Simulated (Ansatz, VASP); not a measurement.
**Two plane-wave programs on LaSc**

The input INCAR:

```
PREC = Accurate
ENCUT = 600
EDIFF = 1E-6
ISMEAR = -1
SIGMA = 0.05
LREAL = False
LASPH = True
NELM = 60
ALGO = Normal
ISIF = 3
LWAVE = False
LCHARG = False
GGA = RE
IBRION = 2
NSW = 60
EDIFFG = -0.01
```

Contents of KPOINTS:

```
Automatic mesh
0
Gamma
  7 7 7
```

POSCAR

```
LaSc
1.0
    3.9480400000      0.0000000000      0.0000000000
    0.0000000000      3.9480400000      0.0000000000
    0.0000000000      0.0000000000      3.9480400000
La Sc
1 1
Direct
    0.0000000000      0.0000000000      0.0000000000
    0.5000000000      0.5000000000      0.5000000000
```

Contents of input.yaml:

```yaml
crystal:
  lattice:
    - [3.94804, 0.0, 0.0]
    - [0.0, 3.94804, 0.0]
    - [0.0, 0.0, 3.94804]
  atoms:
    - { symbol: La, position: [0.0, 0.0, 0.0] }
    - { symbol: Sc, position: [0.5, 0.5, 0.5] }
hamiltonian:
  xc: revpbe
  pseudopotentials: { kind: paw }
kpoints:
  mp_grid: { grid: [7, 7, 7] }
scf:
  occupations: { method: fermi_dirac, width: 0.05 }
output:
  forces: true
  stress: true
  eigenvalues: true
  write_density: true
  write_potential: true
  elf: true
  volumetric_format: npy
relax:
  f_tol: 0.01
  max_steps: 40
  cell: { stress_tol: 0.05 }
```

The cell was built by a generator and needn't be a form met in nature.

Alike in both runs: task relaxation of cell and atoms; functional revPBE; k mesh 7 × 7 × 7; occupations fermi-dirac, width 0.05 eV; no spin polarisation.

```csv
,VASP,Ansatz
version,VASP 6.6.1,Ansatz 0.2.0
potentials or method,"VASP PAW PBE potentials, release 64 (La, Sc_sv)",Ansatz PAW
plane-wave cutoff (eV),600,420
valence electrons in the cell,22,22
```

```tsv
	VASP	Ansatz	Ansatz less VASP
gap on the k mesh at the Fermi level, each at its own relaxed structure (eV)	none	none	-
relaxed volume (Å³/atom)	31.81	31.75	-0.059
relaxed cell length with the largest relative difference (Å)	3.992	3.989	-0.0025
energy change over the relaxation (meV/atom)	-4	-3	+0.4
```

A gap of «none» marks a metal or a gap that the smearing closes.

Caveats: the PAW data sets were made with another functional, which shifts forces and pressure a little (VASP); the plane-wave basis is chosen anew once the cell has moved, so the energies of steps on either side of that aren't comparable (Ansatz); the PAW data sets come from PBE, with cores solved anew for the run's functional, which leaves a small shift of forces and pressure (Ansatz). The runs have no spin-orbit coupling, so splittings on La are missing.
